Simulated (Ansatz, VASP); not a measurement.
# Cross-check of SrMg3S3O between VASP and Ansatz

One calculation is typed for both programs; each brings its own data sets. How far apart do they land? The cell is generated by rule, not measured, and may not be a known phase. The cell is taken from a series of runs on this material, whose earlier steps may have relaxed, scaled, displaced or heated it; both programs get it as it stands.

Program: Ansatz 0.2.0. Level of theory: plane waves, with VASP 6.6.1 beside it; relaxation of cell and atoms at PBE. Results are calculated unless marked as measured.

## (1) The structure

Symmetry: P4/mmm, No. 123, tetragonal system. The conventional cell has a = 3.657 Å, b = 3.657 Å, c = 10.819 Å, α = 90.00°, β = 90.00°, γ = 90.00°. Mg has 5 S at 2.59 to 2.74 Å and 1 O at 2.67 Å nearest. Nearest to Mg lie 6 S at 2.57 to 2.59 Å. Nearest to O lie 4 Sr at 2.59 Å and 2 Mg at 2.67 Å. Nearest to S lie 5 Mg at 2.57 to 2.59 Å and 1 Sr at 2.84 Å. Nearest to S lie 6 Mg at 2.59 to 2.74 Å. Nearest to Sr lie 4 O at 2.59 Å and 2 S at 2.84 Å. Farther neighbours and most contacts between anions are not listed.

## (2) Ansatz: relaxation of cell and atoms, PBE, pair 1

Ansatz runs on its default PAW (the set named soft_2) files.

The relaxed volume is the usual yardstick between codes: in a stiff, nearly cubic crystal its relative difference is about their pressure difference at one cell divided by the bulk modulus.

input.yaml

```yaml
crystal:
  lattice:
    - [2.5861280212, 2.5861280212, 0.0]
    - [-2.5861280212, 2.5861280212, 0.0]
    - [0.0, 0.0, 10.8185703896]
  atoms:
    - { symbol: Mg, position: [0.5, 0.5, 0.2467343676] }
    - { symbol: Mg, position: [0.0, 0.0, 0.5] }
    - { symbol: Mg, position: [0.5, 0.5, 0.7532656324] }
    - { symbol: O, position: [0.5, 0.5, 0.0] }
    - { symbol: S, position: [0.0, 0.0, 0.2621752377] }
    - { symbol: S, position: [0.5, 0.5, 0.5] }
    - { symbol: S, position: [0.0, 0.0, 0.7378247623] }
    - { symbol: Sr, position: [0.0, 0.0, 0.0] }
kpoints:
  mp_grid: { grid: [6, 6, 2] }
hamiltonian:
  xc: pbe
scf:
  occupations: { method: gaussian, width: 0.02 }
output:
  forces: true
  stress: true
  eigenvalues: true
relax:
  adjacent_minimum: "off"
  f_tol: 0.005
  max_steps: 80
  cell: { stress_tol: 0.05 }
```

The run is started by

```sh
ansatz run input.yaml --threads 4 --pin off --max-ram 14336MiB --backend cpu --events-out ev --progress --plain --runs-dir out
```

Numbers of over 12 decimals in the logs are rounded to 6 here.

The log of the run:

```text
Engine: ansatz 0.2.0, aarch64-unknown-linux-gnu
Pseudopotentials: kind: paw
Pseudopotential: Mg, paw, valence charge 10, recommended cutoff 420 eV (normal), Mg.paw.azcp
Pseudopotential: O, paw, valence charge 6, recommended cutoff 420 eV (normal), O.paw.azcp
Pseudopotential: S, paw, valence charge 6, recommended cutoff 420 eV (normal), S.paw.azcp
Pseudopotential: Sr, paw, valence charge 10, recommended cutoff 420 eV (normal), Sr.paw.azcp
Functional definition: PBE
  parameter kappa = 0.804
  parameter beta = 0.066725
  exchange = pbe_x(kappa = kappa, mu = beta*pi^2/3)
  correlation = pbe_c(beta = beta)
Crystal: 8 atoms, lattice volume = 144.710 Å³
Basis set: ecut = 420 eV, 2821 PW (Γ), exchange–correlation on 50×50×150 points (8 copies of the dense FFT grid, shifted against one another)
Bands: 40, of which v1, the nominal top of the filled ones, is band 32 counted from 1 (31 counted from 0)
Symmetry: 16 space group operations
Space group: P4/mmm (ITA 123), of the structure as read, at distance tolerance 5.3e-5 Å
k-points: 20 of 72
Non-local potential: Mg, projectors of the file, l = 0: 3, l = 1: 2, l = 2: 1
Non-local potential: O, projectors of the file, l = 0: 2, l = 1: 2, l = 2: 1
Non-local potential: S, projectors of the file, l = 0: 2, l = 1: 2, l = 2: 2
Non-local potential: Sr, projectors of the file, l = 0: 3, l = 1: 2, l = 2: 2
PAW form: soft (Blöchl's): semilocal exchange-correlation on the pseudo side does not see the compensation charge
PAW one-centre angular grid: Mg, 110 points (default); XC on 64 Gauss nodes
PAW one-centre angular grid: O, 110 points (default); XC on 64 Gauss nodes
PAW one-centre angular grid: S, 110 points (default); XC on 64 Gauss nodes
PAW one-centre angular grid: Sr, 110 points (default); XC on 64 Gauss nodes
Initial density: superposition of atomic densities (neutral atoms: chi_scale 0, normalization atom), corrected by the library's trained network
Initial wavefunctions: pseudopotential atomic-orbital guess
Functional: x = pbe(κ = 0.804, μ = 0.219515), c = pbe(β = 0.066725)
SCF iter   1: F=—  HF=-12600.374329 eV  |F-HF|=—  |Δ(HF+E_count)|=         —  Δρ=1.49e-3  dr2=8.01e-3  ethr=1.77e-3  ⟨swp⟩=10.1  Hψ=4036  notcnv=0  defer=1
preconditioner: auto → Resta (q_TF=auto, 2.381 Å⁻¹)  ε∞=3.7  [insulator: Δε(μ)=2.471 eV  Ē_g=11.646 eV  σ=0.020 eV  W_gap=1.00  n_scr=28 (ndim 8)  ℏωp=19.0 eV  f_vac=0.000  D(μ)=0.00/eV (n_scr^D=0)  ε∞_Penn≈3.7]
SCF iter   2: F=—  HF=-12600.372385 eV  |F-HF|=—  |Δ(HF+E_count)|=   1.94e-3  Δρ=6.73e-4  dr2=3.07e-3  ethr=1.25e-5  ⟨swp⟩=2.6  Hψ=1506  notcnv=0  defer=40
SCF iter   3: F=—  HF=-12600.371573 eV  |F-HF|=—  |Δ(HF+E_count)|=   8.11e-4  Δρ=5.18e-4  dr2=5.75e-4  ethr=4.79e-6  ⟨swp⟩=2.8  Hψ=1178  notcnv=0  defer=40
SCF iter   4: F=—  HF=-12600.371437 eV  |F-HF|=—  |Δ(HF+E_count)|=   1.36e-4  Δρ=1.34e-4  dr2=5.36e-5  ethr=8.99e-7  ⟨swp⟩=2.0  Hψ=1049  notcnv=0  defer=40
SCF iter   5: F=—  HF=-12600.371246 eV  |F-HF|=—  |Δ(HF+E_count)|=   1.91e-4  Δρ=3.73e-5  dr2=2.80e-6  ethr=8.37e-8  ⟨swp⟩=2.0  Hψ=1149  notcnv=0  defer=42
SCF iter   6: F=—  HF=-12600.371246 eV  |F-HF|=—  |Δ(HF+E_count)|=   2.44e-8  Δρ=1.48e-5  dr2=2.83e-7  ethr=4.37e-9  ⟨swp⟩=2.0  Hψ=1383  notcnv=0  defer=42
SCF iter   7: F=-12600.371246 eV  HF=-12600.371246 eV  |F-HF|=3.06e-9  |Δ(HF+E_count)|=   4.31e-8  Δρ=3.07e-6  dr2=1.22e-8  ethr=1.56e-10  ⟨swp⟩=11.0  Hψ=3822  notcnv=0
SCF 1 converged in 7 iterations: F = -12600.371246 eV  dr2 = 1.22e-8
  greatest PAW one-centre occupation: 1.000 electrons in one spin orbital (limit 2), on the Mg atom at site 1 (counted from 0), in its partial waves of l = 0
relax step   1: F+E_penalty+E_count = -12600.37124600 eV  Δ(F+E_penalty+E_count) = +0.000e0 eV  max|allowed force component| = 6.506e-3 eV/Å  Δτ_max = 0.0000 Å  P = +0.032 GPa  Ω = 144.710 Å³  (7 SCF iters, dr2 threshold 1.00e-7 eV, accepted)
[...]
relax step   3: F+E_penalty+E_count = -12600.37124882 eV  Δ(F+E_penalty+E_count) = -3.255e-5 eV  max|allowed force component| = 1.281e-3 eV/Å  Δτ_max = 0.0029 Å  P = -0.018 GPa  Ω = 144.855 Å³  energy of the carried Pulay correction = -7.878e-5 eV  (6 SCF iters, dr2 threshold 1.23e-8 eV, accepted)
[...]
relax step   4: F+E_penalty+E_count = -12600.37133329 eV  Δ(F+E_penalty+E_count) = -8.447e-5 eV  max|allowed force component| = 1.287e-3 eV/Å  Δτ_max = 0.0000 Å  P = -0.017 GPa  Ω = 144.855 Å³  stress off target by 2.02e-2 GPa  SCF on the basis re-selected at this cell (its energy is not comparable with the rows above)  (9 SCF iters)
basis re-selected at this cell: Δ(F+E_penalty+E_count) = -8.447e-5 eV, ΔP = +0.001 GPa vs the last step (what re-selecting the basis moved, of the pressure what is left beyond the Pulay correction that the steps carried, after the strain that the cell walked since its last selection, with what the two solves' SCF thresholds leave and, on support functions, any second-order correction that the steps lacked; it is no m [...]
SCF converged after 9 iterations
Free energy (F): -12600.371333 eV
Harris-Foulkes:  -12600.371333 eV  (|F-HF|=3.64e-12)
Internal energy: -12600.371333 eV  (E = F + TS)
E sigma→0 (E₀):  -12600.371333 eV
Fermi energy:    7.617885 eV
--- Per-component energies (eV) ---
  E_band       = -1080.681797
  E_kinetic    = 975.861949
  E_local      = -5943.123973  (includes V_loc(G=0)·N_el)
  E_nonlocal   = 620.386098
  E_hartree    = 2040.981950
  E_xc         = -631.438369
  E_vxc        = -638.678600  (∫ρ·V_xc dr)
  E_paw        = -5531.570899  (= ΣΔE_a)
  E_vpaw       = -177.093545  (= ΣTr[D̂ρ^β])
  E_aug_tail   = 0.002375  (compensation charges beyond the density's cutoff)
  E_ewald      = -4131.470465
  E_smearing   = -0.000000  (= −TS)
  E_closure    = 0.000000  (closes the sum)
  Σ components = -12600.371333   (vs F -12600.371333, Δ=0.00e0)
--- Forces (eV/Å), atoms counted from 1 ---
  atom   1  Mg    -0.00000000    -0.00000000     0.00005278
  atom   2  Mg    -0.00000000     0.00000000     0.00000000
  atom   3  Mg     0.00000000    -0.00000000    -0.00005278
  atom   4  O      0.00000000    -0.00000000     0.00000000
  atom   5  S     -0.00000000     0.00000000     0.00128676
  atom   6  S     -0.00000000    -0.00000000     0.00000000
  atom   7  S      0.00000000     0.00000000    -0.00128676
  atom   8  Sr     0.00000000     0.00000000     0.00000000
  max |Σ_I F_I| component: 2.17e-19 eV/Å
--- Stress (GPa, compression-positive) ---
       -0.020173      -0.000000      -0.000000
       -0.000000      -0.020173       0.000000
       -0.000000       0.000000      -0.011734
  P = ⅓ Tr σ = -0.0174 GPa (-0.174 kbar)
--- Band table (eV; the first three rows and the last of 20) ---
  k-point 0: bands = [... 28 lower, 6.1857, 6.3679, 6.4064, 6.4064, 9.1977, 10.3229, 10.3942, 10.9541, ... 4 higher]
  k-point 1: bands = [... 28 lower, 6.2740, 6.2740, 6.3034, 6.3034, 9.8280, 9.9778, 10.4519, 11.0723, ... 4 higher]
  k-point 2: bands = [... 28 lower, 5.8329, 6.0086, 6.2667, 6.3439, 10.0318, 10.9298, 11.1703, 11.2105, ... 4 higher]
  k-point 19: bands = [... 28 lower, 4.8255, 5.1674, 6.0626, 6.0626, 9.4227, 9.7728, 10.7971, 10.7971, ... 4 higher]
--- Relaxed structure (3 steps of the walk, 3 accepted, 1 SCFs on fresh bases) ---
  F+E_penalty+E_count = -12600.37133329 eV   max|allowed force component| = 1.287e-3 eV/Å   (the final SCF, on the basis selected at the relaxed cell)
  cell:  # Å, volume = 144.8553 Å³
    - [2.585999, 2.585999, 0.0]
    - [-2.585999, 2.585999, 0.0]
    - [0.0, 0.0, 10.830478931631]
  atoms:
    - { symbol: Mg, position: [0.5, 0.5, 0.247255] }
    - { symbol: Mg, position: [0, 0, 0.500000] }
    - { symbol: Mg, position: [0.5, 0.5, 0.752745] }
    - { symbol: O, position: [0.5, 0.5, 0] }
    - { symbol: S, position: [0, 0, 0.262266] }
    - { symbol: S, position: [0.5, 0.5, 0.500000] }
    - { symbol: S, position: [0, 0, 0.737734] }
    - { symbol: Sr, position: [0, 0, 0] }
```

The column dr2 measures how far the density is from self-consistency, as an energy; F and HF (Harris–Foulkes) agree once it is small.

[end of part 1 of 3]

[Lines on the potential files, build, host, timing and source positions are cut from VASP's logs without a mark.]

[Logs are printed without paths, hosts, clocks, repeated set-up lines and the standing remarks that a program may print on its own settings, such as how far it seeks lower states.]

[Hosts, paths, dates, database ids (printed as entryN), source tags and the programs' standing remarks are cut or masked in the printed files.]
